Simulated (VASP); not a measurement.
```
CELL_PARAMETERS angstrom
      4.04154     0.00000     0.00000
      0.00000     4.04154     0.00000
      0.00000     0.00000     4.04154
ATOMIC_POSITIONS crystal
  Ba 0.00000 0.00000 0.00000
  Ti 0.50000 0.50000 0.50000
  O  0.50000 0.00000 0.50000
  O  0.00000 0.50000 0.50000
  O  0.50000 0.50000 0.00000
```

Calculation: SCAN meta-GGA, VASP's PBE PAW potentials (set 64) (plane waves; VASP). Run with 520 eV cut-off, 6×6×6 Γ-centred mesh, Gaussian smearing of 0.050 eV, potentials Ba_sv Ti_sv O.

Unless said otherwise, spin-orbit coupling is left out, though it shifts the bands of the heavy elements here.

Question: What does the run give for the energy per atom (σ→0), pressure, band gap (on the k-mesh) with the smallest direct gap where there is one?

Answer: 
- band gap (on the k-mesh) = 2.07 eV
- smallest direct gap (on the k-mesh) = 2.26 eV
- energy per atom (σ→0) = -18.264 eV/atom
- pressure = -5.06 GPa

The absolute energy has meaning only against runs of the same code, potentials and settings.

The compound is BaTiO3 in the cubic perovskite structure, the ideal cubic form; the compound distorts at low or room temperature. This cell is one point of a volume scan, at 1.03 of the reference volume.
